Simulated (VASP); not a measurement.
Energy against volume of LiCl (rock salt). These are revTPSS meta-GGA, VASP's PBE PAW potentials (set 64) (plane waves; VASP) values and carry that method's errors. Numerical set-up: 520 eV cut-off, 9×9×9 Γ-centred mesh, Gaussian smearing of 0.050 eV, potentials Li_sv Cl.

```
V (Å³/atom)  E (eV/atom)
-----------  -----------
15.762          -4.62899
16.249          -4.63272
16.737          -4.63304
17.224          -4.63039
```

Problem. Fit these four points and predict the energy of the run at 15.274 Å³/atom.

Solution. A cubic in V^(−2/3), the third-order Birch-Murnaghan form, passes through the four points with V0 = 16.54 Å³/atom and B0 = 35 GPa, and gives -4.6213 eV/atom there. The run gave -4.6212 eV/atom, +0.1 meV/atom from the fit; all five points give B0 = 35 GPa.

The compound is LiCl in the rock salt structure. It was relaxed first.
